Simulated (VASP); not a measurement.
Data:

```
Lu
1.0
    1.75592    -3.04134     0.00000
    1.75592     3.04134     0.00000
    0.00000     0.00000     5.47287
Lu
2
Cartesian
  1.75592   1.01378   1.36822
  1.75592  -1.01378   4.10465
```

All values below come from r2SCAN meta-GGA, VASP's PBE PAW potentials (set 64) (plane waves; VASP). Settings: 400 eV cut-off, 11×11×6 Γ-centred mesh, first-order Methfessel-Paxton smearing of 0.10 eV, potentials Lu_3.

Question: Predict the energy per atom (σ→0), band gap (on the k-mesh) with the smallest direct gap where there is one.

Answer: 
- band gap (on the k-mesh): none (metal, semimetal or under 0.01 eV)
- energy per atom (σ→0): -38.079 eV/atom

Only differences to runs with the same potentials and settings are physical.

The compound is Lu in the hcp structure. It was relaxed first. The start is the result of an earlier pass.
